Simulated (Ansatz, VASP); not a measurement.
## SnSe2: VASP beside Ansatz

Aim: how closely do two programs agree when they are given the same cell, functional and k mesh? The cell is taken from a series of runs on this material, whose earlier steps may have relaxed, scaled, displaced or heated it; both programs get it as it stands.

Method: plane waves, with VASP 6.6.1 beside it; zone-centre phonons at PBEsol, in Ansatz 0.2.0.

**1. The starting structure**

It takes space group P-3m1 (No. 164, trigonal). Conventional cell: a = 3.818 Å, b = 3.818 Å, c = 6.156 Å, α = 90.00°, β = 90.00°, γ = 120.00°. Sn has 6 Se at 2.72 Å nearest. Nearest to Se lie 3 Sn at 2.72 Å. Farther neighbours and most contacts between anions are not listed.

**2. Ansatz: zone-centre phonons, PBEsol**

Ansatz runs on its default PAW (the set named soft_2) files.

Second derivatives magnify differences that forces hide, and they need a tight electronic threshold.

Contents of input.yaml:

```yaml
crystal:
  lattice:
    - [3.8178116387, 0.0, 0.0]
    - [-1.9089058194, 3.3063218659, 0.0]
    - [0.0, 0.0, 6.1563051943]
  atoms:
    - { symbol: Sn, position: [0.0, 0.0, 0.0] }
    - { symbol: Se, position: [0.3333333333, 0.6666666667, 0.2577212256] }
    - { symbol: Se, position: [0.6666666667, 0.3333333333, 0.7422787744] }
kpoints:
  mp_grid: { grid: [12, 12, 6] }
hamiltonian:
  xc: pbesol
scf:
  occupations: { method: fixed }
output:
  eigenvalues: true
phonons:
  method: dfpt
  qmesh: [2, 2, 1]
  temperatures: { t_max: 1000, t_step: 50 }
  qpath:
    path:
      - [[0.0, 0.0, 0.0], [0.5, 0.0, 0.0], [0.33333333, 0.33333333, 0.0], [0.0, 0.0, 0.0], [0.0, 0.0, 0.5], [0.5, 0.0, 0.5], [0.33333333, 0.33333333, 0.5], [0.0, 0.0, 0.5]]
      - [[0.5, 0.0, 0.5], [0.5, 0.0, 0.0]]
      - [[0.33333333, 0.33333333, 0.0], [0.33333333, 0.33333333, 0.5]]
    npoints: 10
```

On the command line:

```console
$ ansatz run input.yaml --threads 16 --pin off --max-ram 61440MiB --backend cuda --events-out ev --progress --plain --runs-dir out
```

Numbers of over 12 decimals in the logs are rounded to 6 here.

The program printed:

```text
Engine: ansatz 0.2.0, aarch64-unknown-linux-gnu
Pseudopotentials: kind: paw
Pseudopotential: Sn, paw, valence charge 14, recommended cutoff 420 eV (normal), Sn.paw.azcp
Pseudopotential: Se, paw, valence charge 16, recommended cutoff 420 eV (normal), Se.paw.azcp
Functional definition: PBEsol
  exchange = pbesol_x
  correlation = pbesol_c
device memory: the entry about to start is reckoned to put 4.0 GiB on a device that reports 182.5 GiB free
GPU FFT provider: cuFFT
GPU libraries: cuBLAS 13.8.1, cuFFT 12.4.0, cuSOLVER 12.3.2
GPU matrix products: emulated (plane waves: as basis.precision tells), large ones in fixed point in workspaces of 1.00 GiB
Crystal: 3 atoms, lattice volume = 77.711 Å³
Basis set: ecut = 420 eV, 1521 PW (Γ), exchange–correlation on 54×54×90 points (8 copies of the dense FFT grid, shifted against one another)
Bands: 28, of which v1, the nominal top of the filled ones, is band 23 counted from 1 (22 counted from 0)
Symmetry: 12 space group operations
k-points: 100 of 864
Non-local potential: Sn, projectors of the file, l = 0: 2, l = 1: 2, l = 2: 2, l = 3: 2
Non-local potential: Se, projectors of the file, l = 0: 2, l = 1: 2, l = 2: 3, l = 3: 1
PAW form: soft (Blöchl's): semilocal exchange-correlation on the pseudo side does not see the compensation charge
PAW frozen core: Sn, regenerated for the run's functional, and the local potential with it (the file was generated under x = pbe(κ = 0.804, μ = 0.219515), c = pbe(β = 0.066725))
PAW frozen core: Se, regenerated for the run's functional, and the local potential with it (the file was generated under x = pbe(κ = 0.804, μ = 0.219515), c = pbe(β = 0.066725))
PAW one-centre angular grid: Sn, 590 points (default); XC on 64 Gauss nodes
PAW one-centre angular grid: Se, 590 points (default); XC on 64 Gauss nodes
Initial density: superposition of atomic densities (neutral atoms: chi_scale 0, normalization atom), corrected by the library's trained network
Initial wavefunctions: pseudopotential atomic-orbital guess
GPU buffer pool allocated for 32805 grid points (all kernels)
GPU transforms: local potential and band sums: pruned to the plane-wave sphere, on 25×25×45
Functional: x = pbesol(κ = 0.804, μ = 0.123457), c = pbesol(β = 0.046)
SCF iter   1: F=—  HF=-16799.223597 eV  |F-HF|=—  |Δ(HF+E_count)|=         —  Δρ=2.20e-3  dr2=3.65e-3  ethr=1.77e-3  ⟨swp⟩=5.0  Hψ=10298  notcnv=0  defer=288
preconditioner: auto → Resta (q_TF=auto, 2.500 Å⁻¹)  ε∞=2.8  [insulator: Δε(μ)=0.490 eV  Ē_g=15.959 eV  n_scr=22 (ndim 8)  ℏωp=21.5 eV  f_vac=0.061  ε∞_Penn≈2.8]
SCF iter   2: F=—  HF=-16799.220928 eV  |F-HF|=—  |Δ(HF+E_count)|=   2.67e-3  Δρ=1.06e-3  dr2=7.95e-4  ethr=7.93e-6  ⟨swp⟩=3.0  Hψ=6108  notcnv=0  defer=296
SCF iter   3: F=—  HF=-16799.220937 eV  |F-HF|=—  |Δ(HF+E_count)|=   9.19e-6  Δρ=3.27e-4  dr2=6.66e-5  ethr=1.73e-6  ⟨swp⟩=2.0  Hψ=4204  notcnv=0  defer=296
SCF iter   4: F=—  HF=-16799.220908 eV  |F-HF|=—  |Δ(HF+E_count)|=   2.90e-5  Δρ=1.11e-4  dr2=1.09e-5  ethr=1.45e-7  ⟨swp⟩=2.0  Hψ=3977  notcnv=0  defer=231
SCF iter   5: F=—  HF=-16799.220913 eV  |F-HF|=—  |Δ(HF+E_count)|=   4.72e-6  Δρ=2.32e-5  dr2=6.45e-7  ethr=2.37e-8  ⟨swp⟩=2.0  Hψ=3779  notcnv=0  defer=113
SCF iter   6: F=—  HF=-16799.221004 eV  |F-HF|=—  |Δ(HF+E_count)|=   9.16e-5  Δρ=8.97e-6  dr2=6.95e-8  ethr=1.40e-9  ⟨swp⟩=2.0  Hψ=3446  notcnv=0  defer=100
SCF iter   7: F=—  HF=-16799.221004 eV  |F-HF|=—  |Δ(HF+E_count)|=   1.34e-7  Δρ=1.94e-6  dr2=3.53e-9  ethr=1.51e-10  ⟨swp⟩=2.0  Hψ=3493  notcnv=0  defer=100
SCF iter   8: F=—  HF=-16799.221004 eV  |F-HF|=—  |Δ(HF+E_count)|=   9.16e-9  Δρ=3.74e-7  dr2=1.66e-10  ethr=7.68e-12  ⟨swp⟩=2.0  Hψ=3500  notcnv=0  defer=100
SCF iter   9: F=-16799.221004 eV  HF=-16799.221004 eV  |F-HF|=3.64e-12  |Δ(HF+E_count)|=  3.71e-10  Δρ=6.91e-8  dr2=4.90e-12  ethr=1.00e-12  ⟨swp⟩=9.7  Hψ=17598  notcnv=0
SCF 1 converged in 9 iterations: F = -16799.221004 eV  dr2 = 4.90e-12
  greatest PAW one-centre occupation: 1.000 electrons in one spin orbital (limit 2), on the Se atom at site 2 (counted from 0), in its partial waves of l = 2
device memory: the entry about to start is reckoned to put 0.1 GiB (of the 0.1 GiB reckoned in all, the device holds 0.1 GiB already) on a device that reports 182.5 GiB free
device memory: the entry about to start is reckoned to put 2.9 GiB on a device that reports 182.5 GiB free
NSCF: frozen V_eff on 100 k-points, pencils in batches of 32, up to order 112
device memory: the entry about to start is reckoned to put 2.9 GiB on a device that reports 182.5 GiB free
NSCF: frozen V_eff on 100 k-points
device memory: the entry about to start is reckoned to put 7.3 GiB (of the 7.4 GiB reckoned in all, the device holds 0.1 GiB already) on a device that reports 182.4 GiB free
DFPT response loops at q = (0, 0, 0) (fractional): preconditioner auto → Resta (q_TF=auto, 2.500 Å⁻¹)  ε∞=11.0 (no band partly filled); β = 1.00, the filter's whole step (`scf.mixing.beta` (0.50) is not read by the response loops at its default; to damp them type it under 1.00, their step now; it binds the ground state too); Anderson in place of MSR1; while a model of the screening serves, it and β = 1 on shorter waves in the place of filter and β
device memory: the entry about to start is reckoned to put 12.5 GiB on a device that reports 179.3 GiB free
NSCF: frozen V_eff on 484 k-points
device memory: the entry about to start is reckoned to put 3.6 GiB (of the 3.9 GiB reckoned in all, the device holds 0.3 GiB already) on a device that reports 179.0 GiB free
DFPT response loops at q = (0, -0.5, 0) (fractional): mixed as the last ones told, above
SCF converged after 9 iterations
Free energy (F): -16799.221004 eV
Harris-Foulkes:  -16799.221004 eV  (|F-HF|=3.64e-12)
Internal energy: -16799.221004 eV  (E = F + TS)
E sigma→0 (E₀):  -16799.221004 eV
Fermi energy:    7.956564 eV
--- Per-component energies (eV) ---
  E_band       = -867.033930
  E_kinetic    = 424.821573
  E_local      = -6005.905475  (includes V_loc(G=0)·N_el)
  E_nonlocal   = -1214.412372
  E_hartree    = 3073.264334
  E_xc         = -584.546454
  E_vxc        = -291.708499  (∫ρ·V_xc dr)
  E_paw        = -7805.401220  (= ΣΔE_a)
  E_vpaw       = 73.643431  (= ΣTr[D̂ρ^β])
  E_aug_tail   = -0.001222  (compensation charges beyond the density's cutoff)
  E_ewald      = -4689.341910
  E_core_change = 2.301741  (= ΣΔE_core)
  E_smearing   = -0.000000  (= −TS)
  E_closure    = -0.000000  (closes the sum)
  Σ components = -16799.221004   (vs F -16799.221004, Δ=0.00e0)
--- Band table (eV; the first three rows and the last of 100) ---
  k-point 0: bands = [... 19 lower, 7.3604, 7.6012, 7.6012, 7.8133, 8.8099, 10.9086, 12.5299, 12.5299, ... 1 higher]
  k-point 1: bands = [... 19 lower, 7.3181, 7.3181, 7.6612, 7.6612, 9.4102, 10.9061, 12.4514, 12.4514, ... 1 higher]
  k-point 2: bands = [... 19 lower, 7.2619, 7.2619, 7.7535, 7.7535, 10.0822, 10.8677, 12.3016, 12.3016, ... 1 higher]
  k-point 99: bands = [... 19 lower, 3.7526, 4.2157, 7.5302, 7.5302, 10.2058, 12.2506, 12.2506, 13.7882, ... 1 higher]
--- Phonons (Γ-DFPT): 4 representative perturbations + reference (Σ response iterations 21) ---
  ASR residual: 4.810e-5 → 0.000e0 eV/Å²; symmetrization residual: 2.479e-9 eV/Å²
  ASR residual per site (eV/Å²): 4.81e-5 2.17e-5 2.17e-5
  Γ frequencies (cm⁻¹): 0.00 0.00 0.00 118.60 118.60 144.07 144.07 179.88 243.88
--- Phonons (arbitrary-q DFPT): 2 irreducible q on the 2×2×1 mesh ---
  q = [0.0000, 0.0000, 0.0000] (star 1, of the zone-centre solve; hermiticity 1.67e-10, symmetrization 8.36e-11): -0.00 0.00 0.00 118.60 118.60 144.07 144.07 179.88 243.88
  q = [0.0000, -0.5000, 0.0000] (star 3, 6 solved perturbations in 1210 linear systems a pass and spin channel, the states on 242 of 864 k-point pairs; hermiticity 4.49e-9, symmetrization 4.47e-12): 55.03 70.09 99.45 121.53 145.80 156.99 168.91 171.23 216.81
  sum rule: each row above includes the acoustic sum rule's correction from the zone centre's row sums; it moved no ω² by more than (0.33 cm⁻¹)²
  mesh force constants: q→R imaginary residual 2.10e-17; ASR residual 4.810e-5 → 0.000e0 eV/Å²; symmetrization residual 5.329e-15 eV/Å²
  interpolated dispersion: 93 rows × 9 modes
  density of states and harmonic sums: on the 20×20×10 q-mesh, interpolated from the force constants of a 2×2×1 supercell (no non-analytic term)
  largest difference from the sums on the solved wave vectors: F 1.87e-1 eV, S 2.51e-4 and C_V 6.42e-5 eV/K
  zero-point energy: 0.072642 eV/cell   skipped modes (ω ≤ 0): 6, of them read as no rigid motion or as one in doubt: 3 (4.500e-3 modes/cell left out, lowest -4.30 cm⁻¹)   left out of the sums: 5.83e-4 of the cell's modes: C_V's classical limit lies that fraction below 3 k_B per atom; for a crystal, a wire or a layer, F and S can be off by more, and a phonons.interpolated_qmesh denser along its periods is the remedy for the sampling
```

The column dr2 measures how far the density is from self-consistency, as an energy; F and HF (Harris–Foulkes) agree once it is small.

[end of part 1 of 2]

[Lines on the potential files, build, host, timing and source positions are cut from VASP's logs without a mark.]

[Logs are printed without paths, hosts, clocks, repeated set-up lines and the standing remarks that a program may print on its own settings, such as how far it seeks lower states.]

[Hosts, paths, dates, database ids (printed as entryN), source tags and the programs' standing remarks are cut or masked in the printed files.]
